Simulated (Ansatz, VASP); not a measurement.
# Cross-check of C (amorphous carbon at 2.99 g/cm^3) between VASP and Ansatz

One calculation is typed for both programs; each brings its own data sets. How far apart do they land? Of the first pair: The cell is taken from a series of runs on this material, whose earlier steps may have relaxed, scaled, displaced or heated it; both programs get it as it stands.

Program: Ansatz 0.2.0. Level of theory: plane waves, with VASP 6.6.1 beside it; single point at PBE. Results are calculated unless marked as measured.

## 1. Set-up

The cell holds 96 atoms: 96 C. Its edges and angles: a = 8.619 Å, b = 8.619 Å, c = 8.619 Å, α = 90.0°, β = 90.0°, γ = 90.0°. As first built, before any earlier steps moved the atoms (in the runner's words): 96 atoms (96 C) placed at random at 2.99 g/cm^3, melted at 6000 K for 10 ps at fixed volume with the LCBOP (Los and Fasolino, Phys. Rev. B 68, 024107 (2003)). Quenched from 6000 K to 300 K at 200 K/ps and fixed volume, held 5 ps, then minimised at fixed cell.

## 2. Ansatz: single point, PBE, pair 1

Ansatz runs on its default PAW (the set named soft_2) files.

With cell and atoms fixed, the geometry can't cause a difference; cores, projectors, grids and the points listed under the comparison can.

input.yaml reads:

```yaml
crystal:
  lattice:
    - [8.6194, 0.0, 0.0]
    - [0.0, 8.6194, 0.0]
    - [0.0, 0.0, 8.6194]
  atoms:
    - { symbol: C, position: [0.81764, 0.424, 0.66854] }
    - { symbol: C, position: [0.43697, 0.36498, 0.54053] }
    - { symbol: C, position: [0.57339, 0.38048, 0.78104] }
    - { symbol: C, position: [0.35281, 0.75833, 0.3663] }
    - { symbol: C, position: [0.21543, 0.24906, 0.33367] }
    - { symbol: C, position: [0.1234, 0.26951, 0.46497] }
    - { symbol: C, position: [0.77187, 0.57127, 0.17502] }
    - { symbol: C, position: [0.73011, 0.97704, 0.12811] }
    - { symbol: C, position: [0.14586, 0.36549, 0.58968] }
    - { symbol: C, position: [0.26157, 0.83759, 0.00482] }
    - { symbol: C, position: [0.90887, 0.16242, 0.33952] }
    - { symbol: C, position: [0.24081, 0.61426, 0.1907] }
    - { symbol: C, position: [0.9929, 0.11682, 0.20878] }
    - { symbol: C, position: [0.22091, 0.14357, 0.76643] }
    - { symbol: C, position: [0.49954, 0.08661, 0.45242] }
    - { symbol: C, position: [0.93156, 0.4125, 0.91919] }
    - { symbol: C, position: [0.67711, 0.4828, 0.72226] }
    - { symbol: C, position: [0.57269, 0.39912, 0.04485] }
    - { symbol: C, position: [0.30187, 0.39256, 0.7983] }
    - { symbol: C, position: [0.99382, 0.17429, 0.47203] }
    - { symbol: C, position: [0.39682, 0.56728, 0.15805] }
    - { symbol: C, position: [0.99469, 0.95887, 0.92272] }
    - { symbol: C, position: [0.93624, 0.11208, 0.94033] }
    - { symbol: C, position: [0.93433, 0.77608, 0.43652] }
    - { symbol: C, position: [0.778, 0.69848, 0.06024] }
    - { symbol: C, position: [0.99244, 0.04887, 0.56955] }
    - { symbol: C, position: [0.89461, 0.17584, 0.79446] }
    - { symbol: C, position: [0.57808, 0.84517, 0.92808] }
    - { symbol: C, position: [0.40037, 0.74811, 0.71804] }
    - { symbol: C, position: [0.195, 0.29668, 0.7242] }
[... 60 atom lines left out ...]
    - { symbol: C, position: [0.76138, 0.72684, 0.65888] }
    - { symbol: C, position: [0.67353, 0.09703, 0.2229] }
    - { symbol: C, position: [0.99309, 0.55989, 0.92429] }
    - { symbol: C, position: [0.001, 0.49506, 0.29344] }
    - { symbol: C, position: [0.34824, 0.0315, 0.4192] }
    - { symbol: C, position: [0.32116, 0.05292, 0.68196] }
kpoints:
  mp_grid: { grid: [1, 1, 1] }
hamiltonian:
  xc: pbe
scf:
  occupations: { method: fermi_dirac, width: 0.025 }
output:
  forces: true
```

Run with:

```
ansatz run input.yaml --threads 4 --pin off --max-ram 8192MiB --backend cpu --events-out ev --progress --plain --runs-dir out
```

Numbers of over 12 decimals in the logs are rounded to 6 here.

Log:

```text
Engine: ansatz 0.2.0, x86_64-unknown-linux-gnu
Pseudopotentials: kind: paw
Pseudopotential: C, paw, valence charge 4, recommended cutoff 420 eV (normal), C.paw.azcp
Functional definition: PBE
  parameter kappa = 0.804
  parameter beta = 0.066725
  exchange = pbe_x(kappa = kappa, mu = beta*pi^2/3)
  correlation = pbe_c(beta = beta)
Crystal: 96 atoms, lattice volume = 640.370 Å³
Basis set: ecut = 420 eV, 12533 PW (Γ), exchange–correlation on 120×120×120 points (8 copies of the dense FFT grid, shifted against one another)
Bands: 288, of which v1, the nominal top of the filled ones, is band 192 counted from 1 (191 counted from 0)
Symmetry: 1 space group operations
Space group: P1 (ITA 1), of the structure as read, at distance tolerance 8.6e-5 Å
k-points: 1
Non-local potential: C, projectors of the file, l = 0: 2, l = 1: 2, l = 2: 1
PAW form: soft (Blöchl's): semilocal exchange-correlation on the pseudo side does not see the compensation charge
PAW one-centre angular grid: C, 110 points (default); XC on 64 Gauss nodes
Initial density: superposition of atomic densities (neutral atoms: chi_scale 0, normalization atom), corrected by the library's trained network
Initial wavefunctions: pseudopotential atomic-orbital guess
Functional: x = pbe(κ = 0.804, μ = 0.219515), c = pbe(β = 0.066725)
SCF iter   1: F=—  HF=-23992.450080 eV  |F-HF|=—  |Δ(HF+E_count)|=         —  Δρ=1.73e-2  dr2=3.45e0  ethr=1.77e-3  ⟨swp⟩=6.0  Hψ=1281  notcnv=0  defer=52
preconditioner: auto → Resta (q_TF=auto, 2.505 Å⁻¹)  ε∞=4.5  [insulator: Δε(μ)=0.056 eV  Ē_g=15.467 eV  σ=0.025 eV  W_gap=0.51  n_scr=170 (ndim 8)  ℏωp=28.8 eV  f_vac=0.001  D(μ)=33.14/eV (n_scr^D=304)  ε∞_Penn≈4.5]
SCF iter   2: F=—  HF=-23992.045772 eV  |F-HF|=—  |Δ(HF+E_count)|=   4.04e-1  Δρ=8.35e-3  dr2=7.57e-1  ethr=9.00e-4  ⟨swp⟩=1.0  Hψ=332  notcnv=0  defer=77
preconditioner: auto → Kerker (q_TF=auto, 2.505 Å⁻¹)  [metal: Δε(μ)=0.048 eV  Ē_g=15.464 eV  σ=0.025 eV  W_gap=0.45  n_scr=170 (ndim 8)  ℏωp=28.8 eV  f_vac=0.000  D(μ)=37.89/eV (n_scr^D=388)]
SCF iter   3: F=—  HF=-23991.938120 eV  |F-HF|=—  |Δ(HF+E_count)|=   1.08e-1  Δρ=1.70e-3  dr2=1.85e-2  ethr=1.97e-4  ⟨swp⟩=3.0  Hψ=368  notcnv=0  defer=85
SCF iter   4: F=—  HF=-23991.937265 eV  |F-HF|=—  |Δ(HF+E_count)|=   8.56e-4  Δρ=4.21e-4  dr2=1.45e-3  ethr=4.82e-6  ⟨swp⟩=3.0  Hψ=453  notcnv=0  defer=85
SCF iter   5: F=—  HF=-23991.937274 eV  |F-HF|=—  |Δ(HF+E_count)|=   9.33e-6  Δρ=1.28e-4  dr2=2.34e-4  ethr=3.77e-7  ⟨swp⟩=3.0  Hψ=411  notcnv=0  defer=85
SCF iter   6: F=—  HF=-23991.937240 eV  |F-HF|=—  |Δ(HF+E_count)|=   3.40e-5  Δρ=3.55e-5  dr2=2.57e-5  ethr=6.09e-8  ⟨swp⟩=3.0  Hψ=393  notcnv=0  defer=85
SCF iter   7: F=—  HF=-23991.937099 eV  |F-HF|=—  |Δ(HF+E_count)|=   1.41e-4  Δρ=1.25e-5  dr2=2.16e-6  ethr=6.69e-9  ⟨swp⟩=3.0  Hψ=519  notcnv=0  defer=85
SCF iter   8: F=—  HF=-23991.937100 eV  |F-HF|=—  |Δ(HF+E_count)|=   2.95e-7  Δρ=4.14e-6  dr2=1.87e-7  ethr=5.62e-10  ⟨swp⟩=2.0  Hψ=316  notcnv=0  defer=85
SCF iter   9: F=-23991.937100 eV  HF=-23991.937100 eV  |F-HF|=8.50e-9  |Δ(HF+E_count)|=   2.12e-8  Δρ=1.39e-6  dr2=2.24e-8  ethr=2.60e-11  ⟨swp⟩=4.0  Hψ=682  notcnv=0
SCF 1 converged in 9 iterations: F = -23991.937100 eV  dr2 = 2.24e-8
  greatest PAW one-centre occupation: 0.709 electrons in one spin orbital (limit 2), on the C atom at site 42 (counted from 0), in its partial waves of l = 0
SCF converged after 9 iterations
Free energy (F): -23991.937100 eV
Harris-Foulkes:  -23991.937100 eV  (|F-HF|=8.50e-9)
Internal energy: -23991.852925 eV  (E = F + TS)
E sigma→0 (E₀):  -23991.895012 eV
Entropy (-TS):   -0.084175 eV (-0.877 meV/atom)
Fermi energy:    10.748199 eV
--- Per-component energies (eV) ---
  E_band       = 558.838780
  E_kinetic    = 8949.638896
  E_local      = -9761.517298  (includes V_loc(G=0)·N_el)
  E_nonlocal   = 2673.612237
  E_hartree    = 2574.441372
  E_xc         = -4668.906607
  E_vxc        = -5789.527997  (∫ρ·V_xc dr)
  E_paw        = -9545.034379  (= ΣΔE_a)
  E_vpaw       = -662.250376  (= ΣTr[D̂ρ^β])
  E_aug_tail   = 0.000774  (compensation charges beyond the density's cutoff)
  E_ewald      = -14214.087920
  E_smearing   = -0.084175  (= −TS)
  E_closure    = 0.000000  (closes the sum)
  Σ components = -23991.937100   (vs F -23991.937100, Δ=0.00e0)
--- Forces (eV/Å), atoms counted from 1 ---
  atom   1  C      1.00293178     0.45878173    -0.44390909
  atom   2  C     -1.14919054     1.12018071    -1.14967427
  atom   3  C     -0.34516591    -0.32656445    -0.17561927
  atom   4  C      1.94469958     2.03698271    -2.15521895
  atom   5  C     -0.50345882     1.89118220    -2.15419932
  atom   6  C     -0.38738391    -1.42976202    -1.05548960
  atom   7  C     -2.25019614     1.39575371     2.35752064
  atom   8  C      0.69669684    -0.99827861     0.13864667
  atom   9  C      0.68857683     0.59322149     1.58980103
  atom  10  C      1.40736577     1.19599076     1.22855388
  atom  11  C     -0.09993215    -0.44779558    -2.05303771
  atom  12  C     -1.90624703    -1.24316376     1.59441350
  atom  13  C     -0.94637111     0.43314545     1.61600044
  atom  14  C     -2.04578371     0.63449178    -0.75717297
  atom  15  C      0.29825200     0.34730048     0.38458120
  atom  16  C     -2.04181595    -2.53771971     1.03910749
  atom  17  C      0.32650504     0.82416847    -0.72468358
  atom  18  C     -0.32675949     0.00305998     1.46672472
  atom  19  C      1.19302112     0.15544413    -1.56396726
  atom  20  C      2.26447263     1.09457616     1.14525787
  atom  21  C      2.51884167    -0.63581431     0.96952687
  atom  22  C     -2.01884950    -0.07634699    -1.33109271
  atom  23  C      1.69056774     1.01722873    -2.12810718
  atom  24  C     -1.01990732    -0.06721677    -1.42381503
[...]
atom  89  C      0.99460812     1.66116444     0.90277716
  atom  90  C     -1.48546842    -0.94570035     1.00604945
  atom  91  C      0.71710894     0.50179910     0.62336062
  atom  92  C     -0.11176818     0.80119363    -1.47031690
  atom  93  C      2.49949991     0.68342182     0.14126247
  atom  94  C     -1.77760380    -0.24434555     2.69645032
  atom  95  C      0.87882187    -2.28117533     1.59321391
  atom  96  C     -1.54466761    -0.20616077    -0.19553360
  max |Σ_I F_I| component: 7.40e-5 eV/Å
```

Reading the cycles: dr2 is the Hartree energy of the density residual (eV), the measure of convergence; HF is the Harris–Foulkes estimate of the energy, which meets the free energy F at convergence.

## 3. VASP: single point, PBE, pair 1

The same cell, functional, mesh and smearing now go to VASP, with its own data sets.

Lines of VASP's logs that name or quote its potential files are left out, and so is its time.

INCAR reads:

```
SYSTEM = C
PREC = Accurate
ENCUT = 520
EDIFF = 1E-06
NELM = 120
ISMEAR = -1
SIGMA = 0.025
LREAL = Auto
ALGO = Normal
GGA = PE
NBANDS = 264
LORBIT = 11
LWAVE = .FALSE.
LCHARG = .FALSE.
ISIF = 2
LASPH = .TRUE.
GGA_COMPAT = .FALSE.
NCORE = 2
```

POSCAR reads:

```
C
1.0
    8.6194000000      0.0000000000      0.0000000000
    0.0000000000      8.6194000000      0.0000000000
    0.0000000000      0.0000000000      8.6194000000
C
96
Direct
    0.8176400000      0.4240000000      0.6685400000
    0.4369700000      0.3649800000      0.5405300000
    0.5733900000      0.3804800000      0.7810400000
    0.3528100000      0.7583300000      0.3663000000
    0.2154300000      0.2490600000      0.3336700000
    0.1234000000      0.2695100000      0.4649700000
    0.7718700000      0.5712700000      0.1750200000
    0.7301100000      0.9770400000      0.1281100000
    0.1458600000      0.3654900000      0.5896800000
    0.2615700000      0.8375900000      0.0048200000
    0.9088700000      0.1624200000      0.3395200000
    0.2408100000      0.6142600000      0.1907000000
    0.9929000000      0.1168200000      0.2087800000
    0.2209100000      0.1435700000      0.7664300000
    0.4995400000      0.0866100000      0.4524200000
    0.9315600000      0.4125000000      0.9191900000
    0.6771100000      0.4828000000      0.7222600000
    0.5726900000      0.3991200000      0.0448500000
    0.3018700000      0.3925600000      0.7983000000
    0.9938200000      0.1742900000      0.4720300000
    0.3968200000      0.5672800000      0.1580500000
    0.9946900000      0.9588700000      0.9227200000
    0.9362400000      0.1120800000      0.9403300000
    0.9343300000      0.7760800000      0.4365200000
    0.7780000000      0.6984800000      0.0602400000
    0.9924400000      0.0488700000      0.5695500000
    0.8946100000      0.1758400000      0.7944600000
    0.5780800000      0.8451700000      0.9280800000
    0.4003700000      0.7481100000      0.7180400000
    0.1950000000      0.2966800000      0.7242000000
[... 60 atom lines left out ...]
    0.7613800000      0.7268400000      0.6588800000
    0.6735300000      0.0970300000      0.2229000000
    0.9930900000      0.5598900000      0.9242900000
    0.0010000000      0.4950600000      0.2934400000
    0.3482400000      0.0315000000      0.4192000000
    0.3211600000      0.0529200000      0.6819600000
```

KPOINTS reads:

```
Automatic mesh
0
Gamma
1 1 1
0 0 0
```

The projector-augmented-wave data sets are C (PBE family, release 64).

Run with:

```
mpirun -np 8 vasp_gam
```

Log:

```text
[banner, memory and clock lines left out]
running    8 mpi-ranks, on    1 nodes
[...]
LDA part: xc-table for (Slater+PW92), standard interpolation
 POSCAR, INCAR and KPOINTS ok, starting setup
[...]
entering main loop
       N       E                     dE             d eps       ncg     rms          rms(c)
DAV:   1     0.257921398715E+04    0.25792E+04   -0.23252E+05   528   0.148E+03
DAV:   2    -0.605027402882E+03   -0.31842E+04   -0.29725E+04   664   0.343E+02
DAV:   3    -0.837676626113E+03   -0.23265E+03   -0.22418E+03   624   0.898E+01
DAV:   4    -0.843174263750E+03   -0.54976E+01   -0.54497E+01   608   0.147E+01
[...]
DAV:  18    -0.786991331901E+03   -0.65917E-05   -0.13189E-05   600   0.912E-03    0.102E-02
DAV:  19    -0.786991335355E+03   -0.34540E-05   -0.55828E-06   576   0.564E-03    0.486E-03
DAV:  20    -0.786991335424E+03   -0.68154E-07   -0.10855E-06   336   0.273E-03
   1 F= -.78699134E+03 E0= -.78694922E+03  d E =-.842297E-01
```

Parts of OUTCAR (step 3):

```text
  FREE ENERGIE OF THE ION-ELECTRON SYSTEM (eV)
  ---------------------------------------------------
  free  energy   TOTEN  =      -786.9913354236 eV

  energy  without entropy=     -786.9071056929  energy(sigma->0) =     -786.94922056
```

The gap is under twice the smearing width, so the edge states are partly filled and the run can't tell a small gap from a semimetal.

## 4. Comparison

Known differences besides the potentials themselves: the cutoff is 420 eV in Ansatz and 520 eV in VASP (PREC = Accurate, projectors in real space). Total energies have different zeros and are not compared.

Forces on 10 of the 96 atoms, those with the largest forces and the largest differences (eV/Å; atoms numbered as in POSCAR):

| atom | Ansatz x, y, z | VASP x, y, z |
| --- | --- | --- |
| C4 | 1.945, 2.037, -2.155 | 1.947, 2.046, -2.124 |
| C7 | -2.250, 1.396, 2.358 | -2.245, 1.385, 2.339 |
| C16 | -2.042, -2.538, 1.039 | -2.042, -2.533, 1.029 |
| C19 | 1.193, 0.155, -1.564 | 1.228, 0.183, -1.547 |
| C30 | -1.530, 1.320, -1.187 | -1.559, 1.293, -1.186 |
| C39 | -3.665, -0.587, 0.141 | -3.670, -0.582, 0.153 |
| C44 | 0.511, -2.122, 2.699 | 0.512, -2.118, 2.702 |
| C59 | 3.053, 1.173, -2.103 | 3.060, 1.182, -2.114 |
| C68 | 2.051, -0.884, -3.011 | 2.025, -0.881, -2.988 |
| C95 | 0.879, -2.281, 1.593 | 0.914, -2.297, 1.572 |

The forces differ by 13 meV/Å r.m.s., which is 1.1 % of the r.m.s. force of 1.210 eV/Å (both taken over all components).

## 5. Ansatz: single point, PBE, pair 2

A single point gives forces, pressure and levels at one fixed geometry, so differences don't come from the geometry; what else differs is listed under the comparison.

The cell is taken from a series of runs on this material, whose earlier steps may have relaxed, scaled, displaced or heated it; both programs get it as it stands.

input.yaml reads:

```yaml
crystal:
  lattice:
    - [8.6194, 0.0, 0.0]
    - [0.0, 8.6194, 0.0]
    - [0.0, 0.0, 8.6194]
  atoms:
    - { symbol: C, position: [0.83611, 0.42261, 0.66165] }
    - { symbol: C, position: [0.39405, 0.373, 0.53805] }
    - { symbol: C, position: [0.57396, 0.34457, 0.75991] }
    - { symbol: C, position: [0.35483, 0.7967, 0.33929] }
    - { symbol: C, position: [0.18354, 0.20302, 0.29428] }
    - { symbol: C, position: [0.15769, 0.22668, 0.46128] }
    - { symbol: C, position: [0.72883, 0.52661, 0.14521] }
    - { symbol: C, position: [0.72092, 0.97708, 0.12481] }
    - { symbol: C, position: [0.20283, 0.35598, 0.55767] }
    - { symbol: C, position: [0.27248, 0.84796, 0.99941] }
    - { symbol: C, position: [0.92022, 0.14848, 0.36623] }
    - { symbol: C, position: [0.23938, 0.60928, 0.16749] }
    - { symbol: C, position: [0.02451, 0.13973, 0.22805] }
    - { symbol: C, position: [0.16838, 0.14336, 0.75187] }
    - { symbol: C, position: [0.49154, 0.08017, 0.41294] }
    - { symbol: C, position: [0.9233, 0.43976, 0.91419] }
    - { symbol: C, position: [0.66971, 0.46423, 0.68207] }
    - { symbol: C, position: [0.59865, 0.41483, 0.05425] }
    - { symbol: C, position: [0.28887, 0.39805, 0.803] }
    - { symbol: C, position: [0.01661, 0.15558, 0.49683] }
    - { symbol: C, position: [0.41787, 0.60768, 0.16035] }
    - { symbol: C, position: [0.99444, 0.95999, 0.94025] }
    - { symbol: C, position: [0.94647, 0.11255, 0.9561] }
    - { symbol: C, position: [0.9083, 0.7772, 0.45114] }
    - { symbol: C, position: [0.73715, 0.66639, 0.0376] }
    - { symbol: C, position: [0.02361, 0.06305, 0.63846] }
    - { symbol: C, position: [0.86277, 0.16992, 0.82626] }
    - { symbol: C, position: [0.54383, 0.86803, 0.92511] }
    - { symbol: C, position: [0.36894, 0.82994, 0.678] }
    - { symbol: C, position: [0.14442, 0.32202, 0.72934] }
[... 60 atom lines left out ...]
    - { symbol: C, position: [0.75972, 0.72151, 0.68707] }
    - { symbol: C, position: [0.68847, 0.11226, 0.21968] }
    - { symbol: C, position: [0.00999, 0.56083, 0.00754] }
    - { symbol: C, position: [0.01284, 0.48481, 0.29053] }
    - { symbol: C, position: [0.34586, 0.96848, 0.40204] }
    - { symbol: C, position: [0.30482, 0.09659, 0.65672] }
kpoints:
  mp_grid: { grid: [1, 1, 1] }
hamiltonian:
  xc: pbe
scf:
  occupations: { method: fermi_dirac, width: 0.025 }
output:
  forces: true
  stress: true
  populations: true
  dos:
    method: { smearing: { sigma: 0.08 } }
    de: 0.05
    projected: { site_lists: { C: [C] } }
  eigenvalues: true
  write_density: true
  write_potential: true
  volumetric_format: npy
```

Run with:

```
ansatz run input.yaml --threads 4 --pin off --max-ram 8192MiB --backend cpu --events-out ev --progress --plain --runs-dir out
```

Log:

```text
[...]
Crystal: 96 atoms, lattice volume = 640.370 Å³
Basis set: ecut = 420 eV, 12533 PW (Γ), exchange–correlation on 120×120×120 points (8 copies of the dense FFT grid, shifted against one another)
Bands: 288, of which v1, the nominal top of the filled ones, is band 192 counted from 1 (191 counted from 0)
Symmetry: 1 space group operations
[...]
k-points: 1
[...]
--- Löwdin populations: 96 sites ---
  site symbol       q [e]
     0      C      4.0157
     1      C      3.9777
     2      C      3.9791
     3      C      3.9613
     4      C      3.9690
     5      C      3.9955
     6      C      3.9720
     7      C      4.0183
[...]
92      C      3.9293
    93      C      3.9845
    94      C      3.9838
    95      C      4.0425
  spilling = 0.006004 (of n_electrons = 384.000000)
[key lines of the parts left out:]
SCF converged after 7 iterations
Free energy (F): -24012.214265 eV
Fermi energy:    11.060194 eV
P = ⅓ Tr σ = 8.0913 GPa (80.913 kbar)
```

(Part 1 of 2 ends here.)

[Lines on the potential files, build, host, timing and source positions are cut from VASP's logs without a mark.]

[Logs are printed without paths, hosts, clocks, repeated set-up lines and the standing remarks that a program may print on its own settings, such as how far it seeks lower states.]

[Hosts, paths, dates, database ids (printed as entryN), source tags and the programs' standing remarks are cut or masked in the printed files.]
